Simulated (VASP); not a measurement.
# Ba3Y (I4/mmm) in VASP: reference runs

Aim: a first look at Ba3Y with PBE, on the cell as given and on a disturbed one, and energy against volume gives the equilibrium volume and stiffness.

Program: VASP 6.6.1. These are calculated values, not measurements. Logs are shortened: lines on timing, memory, paths and dates and some standing lists are left out, and cuts for length are marked.

**1. Starting point**

Symmetry: I4/mmm, No. 139, tetragonal system. Conventional cell: a = 5.912 Å, b = 5.912 Å, c = 11.868 Å, α = 90.00°, β = 90.00°, γ = 90.00°. Ba (site symmetry 4/mmm) has 4 Y at 4.18 Å and 8 Ba at 4.19 Å as nearest neighbours. Around Ba (site symmetry -4m2) lie 8 Ba at 4.18 to 4.19 Å and 4 Y at 4.19 Å. Y (site symmetry 4/mmm) is surrounded by 12 Ba at 4.18 to 4.19 Å.

The cell comes from a database or a generator and needn't be the stable form of this composition.

**2. Single point, PBE**

INCAR reads:

```
SYSTEM = Ba3Y
  PREC = Accurate
  ENCUT = 520
  EDIFF = 1E-7
  ISMEAR = -1
  SIGMA = 0.05
  LREAL = .False.
  LASPH = .True.
  NELM = 60
  ALGO = Normal
  ISIF = 2
  LWAVE = .False.
  LCHARG = .True.
  GGA = PE
  LELF = .True.
  LVHAR = .True.
  NBANDS = 28
```

KPOINTS reads:

```
regular mesh
0
Gamma
  7 7 7
  0 0 0
```

POSCAR reads:

```
Ba3Y
1.0
   -2.9559860000      2.9559860000      5.9338000000
    2.9559860000     -2.9559860000      5.9338000000
    2.9559860000      2.9559860000     -5.9338000000
Ba Y
3 1
Direct
    0.5000000000      0.5000000000      0.0000000000
    0.2500000000      0.7500000000      0.5000000000
    0.7500000000      0.2500000000      0.5000000000
    0.0000000000      0.0000000000      0.0000000000
```

Potentials or basis: VASP PAW PBE potentials, release 64 (Ba_sv, Y_sv).

Started as:

```console
> cat potpaw_PBE.64/Ba_sv/POTCAR potpaw_PBE.64/Y_sv/POTCAR > POTCAR
> mpirun -np 1 vasp_std > vasp.out
```

OUTCAR:

```text
SYSTEM = Ba3Y
   PREC = Accurate
   ENCUT = 520
   EDIFF = 1E-7
   ISMEAR = -1
   LREAL = .False.
   LASPH = .True.
   NELM = 60
   ISIF = 2
   GGA = PE

 ion  position               nearest neighbor table
   1  0.500  0.500  0.000-   4 4.18   4 4.18   4 4.18   4 4.18   3 4.19   2 4.19   3 4.19   3 4.19
                             2 4.19   2 4.19   3 4.19   2 4.19
   2  0.250  0.750  0.500-   3 4.18   3 4.18   3 4.18   3 4.18   4 4.19   1 4.19   4 4.19   1 4.19
                             4 4.19   4 4.19   1 4.19   1 4.19
   3  0.750  0.250  0.500-   2 4.18   2 4.18   2 4.18   2 4.18   4 4.19   1 4.19   4 4.19   4 4.19
                             1 4.19   1 4.19   4 4.19   1 4.19
   4  0.000  0.000  0.000-   1 4.18   1 4.18   1 4.18   1 4.18   3 4.19   2 4.19   3 4.19   2 4.19
                             3 4.19   3 4.19   2 4.19   2 4.19

  LATTYP: Found a body centered tetragonal cell.
 ALAT       =     5.9119720000
 C/A-ratio  =     2.0073843381

  Lattice vectors:

 A1 = (  -2.9559860000,   2.9559860000,   5.9338000000)
 A2 = (   2.9559860000,  -2.9559860000,   5.9338000000)
 A3 = (   2.9559860000,   2.9559860000,  -5.9338000000)

Analysis of symmetry for initial positions (statically):
=====================================================================
 Subroutine PRICEL returns:
 Original cell was already a primitive cell.

 Routine SETGRP: Setting up the symmetry group for a
 body centered tetragonal supercell.

 Subroutine GETGRP returns: Found 16 space group operations
 (whereof 16 operations were pure point group operations)
 out of a pool of 16 trial point group operations.

The static configuration has the point symmetry D_4h.

Analysis of symmetry for dynamics (positions and initial velocities):
=====================================================================
 Subroutine PRICEL returns:
 Original cell was already a primitive cell.

 Routine SETGRP: Setting up the symmetry group for a
 body centered tetragonal supercell.

 Subroutine GETGRP returns: Found 16 space group operations
 (whereof 16 operations were pure point group operations)
 out of a pool of 16 trial point group operations.

The dynamic configuration has the point symmetry D_4h.

 Subroutine INISYM returns: Found 16 space group operations
 (whereof 16 operations are pure point group operations),
 and found     1 'primitive' translations

----------------------------------------------------------------------------------------

                                     Primitive cell

  volume of cell :     207.3947

[... 95 lines left out ...]
   NSW    =      0    number of steps for IOM
   IBRION =     -1    ionic relax: 0-MD 1-quasi-New 2-CG
   NFREE  =      0    steps in history (QN), initial steepest desc. (CG)
   ISIF   =      2    stress and relaxation
   ISYM   =      2    0-nonsym 1-usesym 2-fastsym
   POTIM  = 0.5000    time-step for ionic-motion
   TEBEG  =    0.0;   TEEND  =   0.0 temperature during run
   PSTRESS=    0.0 pullay stress
   NELECT =      41.0000    total number of electrons
   NUPDOWN=      -1.0000    fix difference up-down
   EMIN   =  10.00;   EMAX   =-10.00  energy-range for DOS
   EFERMI =   0.00;   METHOD = LEGACY
   ISMEAR =    -1;   SIGMA  =   0.05  broadening in eV -4-tet -1-fermi 0-gaus
   EFERMI_NEDOS =   21; number of points for ismear=-14 and -15
   IALGO  =     38    algorithm
   IMIX   =      4    mixing-type and parameters
     AMIX     =   0.40;   BMIX     =  1.00
     AMIX_MAG =   1.60;   BMIX_MAG =  1.00
  volume/ion in A,a.u.               =      51.85       349.89
  Fermi-wavevector in a.u.,A,eV,Ry     =   0.953682  1.802198 12.374625  0.909509
  Thomas-Fermi vector in A             =   2.082359
   LORBIT       =      0    0 simple, 1 ext, 2 COOP (PROOUT), +10 PAW based schemes
   GGA     = PE    functional components
   LHFCALC =     F    Hartree Fock is set to
   AEXX    =    0.0000 exact exchange contribution
   IVDW    =     0    specifies the selected vdW correction
   LEPSILON=     F    determine dielectric tensor
   LRPA    =     F    only Hartree local field effects (RPA)
 non-spin polarized calculation
  energy-cutoff  :      520.00
  volume of cell :      207.39
 maximum number of plane-waves:      5603
 NGX is ok and might be reduce to    54
   NGX = 27   NGY = 27   NGZ = 27

 number of electron      41.0000001 magnetization

 Free energy of the ion-electron system (eV)
  ---------------------------------------------------
  ext. energy  EPLUGINS =         0.00000000
  ---------------------------------------------------
  free energy    TOTEN  =       -11.26172074 eV

  energy without entropy =      -11.19731778  energy(sigma->0) =      -11.22951926

 E-fermi :   2.0909     XC(G=0):  -7.9898

 val. band max:        2.0901099595   @ k =  -0.1429  -0.4286   0.1429
 cond. band min:       2.0924835809   @ k =  -0.1429   0.1429   0.0000
 fundamental gap:      0.0023736214
 Fermi energy:         2.0909418197

 k-point     1 :       0.0000    0.0000    0.0000
  band No.  band energies     occupation
      1     -41.7870      2.00000
      2     -26.4277      2.00000
      3     -26.3405      2.00000
      4     -26.3148      2.00000
      5     -21.7176      2.00000
      6     -21.7176      2.00000
[... 733 lines left out ...]
     27       3.3275      0.00000
     28       3.6895      0.00000

 [... further k-points ...]

------------------------ aborting loop because EDIFF is reached ----------------------------------------

  FORCE on cell =-STRESS in cart. coord.  units (eV):
  Direction    XX          YY          ZZ          XY          YZ          ZX
  --------------------------------------------------------------------------------------
  -------------------------------------------------------------------------------------
  Total        0.0339279      0.0339279     -0.0701919      0.0000000     -0.0000000     -0.0000000
  in kB        0.2621014      0.2621014     -0.5422504      0.0000000     -0.0000000     -0.0000000
  external PRESSURE =      -0.0060159 kB  Pullay stress =       0.0000000 kB

 VOLUME and BASIS-vectors are now :
 -----------------------------------------------------------------------------
  energy-cutoff  :      520.00
  volume of cell :      207.39
      direct lattice vectors                 reciprocal lattice vectors
    -2.955986000  2.955986000  5.933800000     0.000000000  0.169148298  0.084263035
     2.955986000 -2.955986000  5.933800000     0.169148298  0.000000000  0.084263035
     2.955986000  2.955986000 -5.933800000     0.169148298  0.169148298  0.000000000

 POSITION                                       TOTAL-FORCE (eV/Angst)
 -----------------------------------------------------------------------------------
      0.00000      0.00000      5.93380        -0.000000      0.000000     -0.000000
      2.95599     -0.00000      2.96690         0.000000      0.000000      0.000000
     -0.00000      2.95599      2.96690        -0.000000     -0.000000      0.000000
      0.00000      0.00000      0.00000        -0.000000      0.000000     -0.000000
 -----------------------------------------------------------------------------------
    total drift:                               -0.000000      0.000000      0.000000

  FREE ENERGIE OF THE ION-ELECTRON SYSTEM (eV)
  ---------------------------------------------------
  free  energy   TOTEN  =       -11.2617207353 eV

  energy  without entropy=      -11.1973177819  energy(sigma->0) =      -11.22951926
```

OSZICAR:

```text
N       E                     dE             d eps       ncg     rms          rms(c)
DAV:   1     0.290989024973E+03    0.29099E+03   -0.17530E+04  2240   0.124E+03
DAV:   2     0.691458869291E+01   -0.28407E+03   -0.27948E+03  3320   0.259E+02
DAV:   3    -0.116164016261E+02   -0.18531E+02   -0.18129E+02  3080   0.593E+01
DAV:   4    -0.124510119266E+02   -0.83461E+00   -0.82833E+00  3536   0.939E+00
DAV:   5    -0.124652147674E+02   -0.14203E-01   -0.14185E-01  2896   0.125E+00    0.117E+01
DAV:   6    -0.112320087684E+02    0.12332E+01   -0.40190E+00  2796   0.393E+00    0.105E+01
DAV:   7    -0.112587996726E+02   -0.26791E-01   -0.72852E-01  3368   0.191E+00    0.625E+00
DAV:   8    -0.112806449179E+02   -0.21845E-01   -0.30708E-01  2784   0.169E+00    0.106E+00
DAV:   9    -0.112645086938E+02    0.16136E-01   -0.20345E-01  2788   0.957E-01    0.468E-01
DAV:  10    -0.112616378186E+02    0.28709E-02   -0.29053E-02  2784   0.387E-01    0.224E-01
DAV:  11    -0.112619261227E+02   -0.28830E-03   -0.15003E-03  3040   0.129E-01    0.652E-02
DAV:  12    -0.112617198370E+02    0.20629E-03   -0.77934E-04  2868   0.584E-02    0.210E-02
DAV:  13    -0.112617214923E+02   -0.16553E-05   -0.99844E-05  3320   0.229E-02    0.978E-03
DAV:  14    -0.112617216013E+02   -0.10905E-06   -0.21438E-06  2820   0.622E-03    0.485E-03
DAV:  15    -0.112617207126E+02    0.88875E-06   -0.27785E-06  2428   0.437E-03    0.716E-04
DAV:  16    -0.112617207353E+02   -0.22707E-07   -0.22023E-07  2172   0.140E-03
   1 F= -.11261721E+02 E0= -.11229519E+02  d E =-.644030E-01
```

It took 3 min on 1 thread of Intel Xeon 6975P-C (Granite Rapids), shared host; peak memory 0.54 GiB.

Results:

| Property | Result |
| --- | --- |
| Free energy | -11.2617 eV |
| Pressure | 0.0 GPa |
| Band gap on the k mesh | none (metal or under the smearing width) |

Stress tensor (GPa, compression positive):
```
 0.03  0.00  0.00
 0.00  0.03  0.00
 0.00  0.00 -0.05
```

**3. Single point, PBE (atoms moved at random, drawn with an rms of 0.05 Å)**

INCAR reads:

```
ALGO = Normal
EDIFF = 1E-7
ENCUT = 520
GGA = PE
ISIF = 2
ISMEAR = -1
LASPH = True
LCHARG = False
LREAL = False
LWAVE = False
NBANDS = 28
NELM = 80
PREC = Accurate
SIGMA = 0.05
```

KPOINTS reads:

```
k-points
0
Gamma
  7 7 7
```

POSCAR reads:

```
Ba3Y
1.0
   -2.9559860000      2.9559860000      5.9338000000
    2.9559860000     -2.9559860000      5.9338000000
    2.9559860000      2.9559860000     -5.9338000000
Ba Y
3 1
Direct
    0.4975630000      0.5003700000     -0.0025240000
    0.2531520000      0.7502320000      0.5021280000
    0.7473670000      0.2455320000      0.4958470000
    0.0088060000     -0.0022260000      0.0065600000
```

Potentials or basis: VASP PAW PBE potentials, release 64 (Ba_sv, Y_sv).

Started as:

```console
> cat potpaw_PBE.64/Ba_sv/POTCAR potpaw_PBE.64/Y_sv/POTCAR > POTCAR
> mpirun -np 1 vasp_std > vasp.out
```

OUTCAR:

```text
EDIFF = 1E-7
   ENCUT = 520
   GGA = PE
   ISIF = 2
   ISMEAR = -1
   LASPH = True
   LREAL = False
   NELM = 80
   PREC = Accurate

 ion  position               nearest neighbor table
   1  0.498  0.500  0.997-   4 4.12   4 4.14   3 4.16   2 4.17   2 4.18   3 4.19   2 4.19   3 4.20
                             3 4.21   2 4.21   4 4.22   4 4.24
   2  0.253  0.750  0.502-   3 4.15   4 4.16   1 4.17   3 4.18   1 4.18   3 4.19   4 4.19   1 4.19
                             4 4.20   3 4.21   4 4.21   1 4.21
   3  0.747  0.246  0.496-   4 4.13   2 4.15   1 4.16   2 4.18   2 4.19   1 4.19   1 4.20   4 4.20
                             4 4.20   2 4.21   1 4.21   4 4.22
   4  0.009  0.998  0.007-   1 4.12   3 4.13   1 4.14   2 4.16   2 4.19   3 4.20   2 4.20   3 4.20
                             2 4.21   3 4.22   1 4.22   1 4.24

  LATTYP: Found a body centered tetragonal cell.
 ALAT       =     5.9119720000
 C/A-ratio  =     2.0073843381

  Lattice vectors:

 A1 = (  -2.9559860000,   2.9559860000,   5.9338000000)
 A2 = (   2.9559860000,  -2.9559860000,   5.9338000000)
 A3 = (   2.9559860000,   2.9559860000,  -5.9338000000)

Analysis of symmetry for initial positions (statically):
=====================================================================
 Subroutine PRICEL returns:
 Original cell was already a primitive cell.

 Routine SETGRP: Setting up the symmetry group for a
 body centered tetragonal supercell.

 Subroutine GETGRP returns: Found  1 space group operations
 (whereof  1 operations were pure point group operations)
 out of a pool of 16 trial point group operations.

The static configuration has the point symmetry C_1 .

Analysis of symmetry for dynamics (positions and initial velocities):
=====================================================================
 Subroutine PRICEL returns:
 Original cell was already a primitive cell.

 Routine SETGRP: Setting up the symmetry group for a
 body centered tetragonal supercell.

 Subroutine GETGRP returns: Found  1 space group operations
[... 127 lines left out ...]
     AMIX_MAG =   1.60;   BMIX_MAG =  1.00
  volume/ion in A,a.u.               =      51.85       349.89
  Fermi-wavevector in a.u.,A,eV,Ry     =   0.953682  1.802198 12.374625  0.909509
  Thomas-Fermi vector in A             =   2.082359
   LORBIT       =      0    0 simple, 1 ext, 2 COOP (PROOUT), +10 PAW based schemes
   GGA     = PE    functional components
   LHFCALC =     F    Hartree Fock is set to
   AEXX    =    0.0000 exact exchange contribution
   IVDW    =     0    specifies the selected vdW correction
   LEPSILON=     F    determine dielectric tensor
   LRPA    =     F    only Hartree local field effects (RPA)
 non-spin polarized calculation
  energy-cutoff  :      520.00
  volume of cell :      207.39
 maximum number of plane-waves:      5603
 NGX is ok and might be reduce to    54
   NGX = 27   NGY = 27   NGZ = 27

 number of electron      41.0000000 magnetization

 Free energy of the ion-electron system (eV)
  ---------------------------------------------------
  ext. energy  EPLUGINS =         0.00000000
  ---------------------------------------------------
  free energy    TOTEN  =       -11.25795702 eV

  energy without entropy =      -11.19366134  energy(sigma->0) =      -11.22580918

 E-fermi :   2.0907     XC(G=0):  -7.9895

 val. band max:        2.0898464289   @ k =  -0.1429  -0.4286   0.1429
 cond. band min:       2.0920750854   @ k =   0.0000   0.4286  -0.0000
 fundamental gap:      0.0022286564
 Fermi energy:         2.0906780082

 k-point     1 :       0.0000    0.0000    0.0000
  band No.  band energies     occupation
      1     -41.7864      2.00000
      2     -26.4278      2.00000
      3     -26.3406      2.00000
      4     -26.3151      2.00000
      5     -21.7179      2.00000
      6     -21.7169      2.00000
[... 733 lines left out ...]
     27       3.3366      0.00000
     28       4.0440      0.00000

 [... further k-points ...]

------------------------ aborting loop because EDIFF is reached ----------------------------------------

  FORCE on cell =-STRESS in cart. coord.  units (eV):
  Direction    XX          YY          ZZ          XY          YZ          ZX
  --------------------------------------------------------------------------------------
  -------------------------------------------------------------------------------------
  Total        0.0624763      0.0218393     -0.0668241     -0.0023014     -0.0239986      0.0172024
  in kB        0.4826457      0.1687143     -0.5162331     -0.0177787     -0.1853956      0.1328930
  external PRESSURE =       0.0450423 kB  Pullay stress =       0.0000000 kB

 VOLUME and BASIS-vectors are now :
 -----------------------------------------------------------------------------
  energy-cutoff  :      520.00
  volume of cell :      207.39
      direct lattice vectors                 reciprocal lattice vectors
    -2.955986000  2.955986000  5.933800000     0.000000000  0.169148298  0.084263035
     2.955986000 -2.955986000  5.933800000     0.169148298  0.000000000  0.084263035
     2.955986000  2.955986000 -5.933800000     0.169148298  0.169148298  0.000000000

 POSITION                                       TOTAL-FORCE (eV/Angst)
 -----------------------------------------------------------------------------------
      2.95682      2.94023      0.00271        -0.019287      0.061702     -0.015747
      2.95364      0.01492      2.97435        -0.018109     -0.015724     -0.006628
     -0.01770      2.94913      2.94941         0.025038      0.045990      0.032605
      2.94277     -2.90398      5.93392         0.012358     -0.091968     -0.010230
 -----------------------------------------------------------------------------------
    total drift:                                0.000045      0.000039      0.000011

  FREE ENERGIE OF THE ION-ELECTRON SYSTEM (eV)
  ---------------------------------------------------
  free  energy   TOTEN  =       -11.2579570179 eV

  energy  without entropy=      -11.1936613353  energy(sigma->0) =      -11.22580918
```

OSZICAR:

```text
N       E                     dE             d eps       ncg     rms          rms(c)
DAV:   1     0.293071799074E+03    0.29307E+03   -0.17540E+04  9632   0.124E+03
DAV:   2     0.681755373988E+01   -0.28625E+03   -0.28148E+03 14388   0.259E+02
DAV:   3    -0.116315357677E+02   -0.18449E+02   -0.18058E+02 13220   0.591E+01
DAV:   4    -0.124478852015E+02   -0.81635E+00   -0.81068E+00 15268   0.931E+00
DAV:   5    -0.124613470704E+02   -0.13462E-01   -0.13433E-01 12508   0.123E+00    0.118E+01
DAV:   6    -0.112282791982E+02    0.12331E+01   -0.40129E+00 12072   0.394E+00    0.105E+01
DAV:   7    -0.112551019909E+02   -0.26823E-01   -0.73223E-01 14360   0.192E+00    0.624E+00
DAV:   8    -0.112769067787E+02   -0.21805E-01   -0.30601E-01 12044   0.168E+00    0.107E+00
DAV:   9    -0.112608355320E+02    0.16071E-01   -0.20535E-01 12100   0.960E-01    0.474E-01
DAV:  10    -0.112578730431E+02    0.29625E-02   -0.29166E-02 12044   0.385E-01    0.222E-01
DAV:  11    -0.112581338053E+02   -0.26076E-03   -0.13996E-03 12908   0.130E-01    0.589E-02
DAV:  12    -0.112579536035E+02    0.18020E-03   -0.73633E-04 12356   0.576E-02    0.178E-02
DAV:  13    -0.112579576169E+02   -0.40134E-05   -0.72296E-05 13760   0.207E-02    0.851E-03
DAV:  14    -0.112579579011E+02   -0.28416E-06   -0.30153E-06 12264   0.625E-03    0.429E-03
DAV:  15    -0.112579570006E+02    0.90042E-06   -0.30379E-06 10372   0.432E-03    0.849E-04
DAV:  16    -0.112579570179E+02   -0.17258E-07   -0.22248E-07  9452   0.137E-03
   1 F= -.11257957E+02 E0= -.11225809E+02  d E =-.642957E-01
```

Run time: 13 min. Hardware: 1 thread of Intel Xeon 6975P-C (Granite Rapids), shared host; peak memory 1.1 GiB.

Results:

```
Free energy            : -11.2580 eV
Pressure               : 0.0 GPa
Largest force          : 0.093 eV/Å
Band gap on the k mesh : none (metal or under the smearing width)
```

Forces in eV/Å, atoms in the order of the input:
```
Ba  -0.019  0.062 -0.016
Ba  -0.018 -0.016 -0.007
Ba   0.025  0.046  0.033
Y    0.012 -0.092 -0.010
```

Stress tensor (GPa, compression positive):
```
 0.05  0.00  0.01
 0.00  0.02 -0.02
 0.01 -0.02 -0.05
```

Spin-orbit coupling is left out, which matters for the levels of Ba.

(Part 1 of 2 ends here.)
